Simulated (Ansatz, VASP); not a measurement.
## PC3: VASP beside Ansatz

```
P C
1.0
     4.05139    0.00000    0.00000
     0.00000    4.05139    0.00000
     0.00000    0.00000    4.05139
P C
2 6
Direct
  0.00000 0.00000 0.00000
  0.50000 0.50000 0.50000
  0.25000 0.00000 0.50000
  0.50000 0.75000 0.00000
  0.75000 0.00000 0.50000
  0.50000 0.25000 0.00000
  0.00000 0.50000 0.75000
  0.00000 0.50000 0.25000
```

Change from the starting cell: species swapped into the SnMo3 type (Pm-3n, No. 223).

Alike in both runs: functional PBE; k mesh 10 × 10 × 10; occupations gaussian, width 0.1 eV; no spin polarisation.

Ansatz relaxed the structure, and its values are those at the end. VASP's run is a single point on that final structure, the one shown.

```csv
,VASP,Ansatz
version,VASP 6.6.1,Ansatz 0.2.0
potentials or method,"VASP PAW PBE potentials, release 64 (P, C)","scalar-relativistic, plane waves, PAW"
plane-wave cutoff (eV),520,420
valence electrons in the cell,34,34
```

Ansatz gave:

- gap on the k mesh at the Fermi level (eV): none
- pressure (GPa): 0.0

Problem. Estimate VASP's values.

Solution. gap on the k mesh at the Fermi level (eV): none; pressure (GPa): -0.1.

A gap of «none» marks a metal or a gap that the smearing closes. With one functional, cell and mesh, what is left measures potentials, basis and numerics.
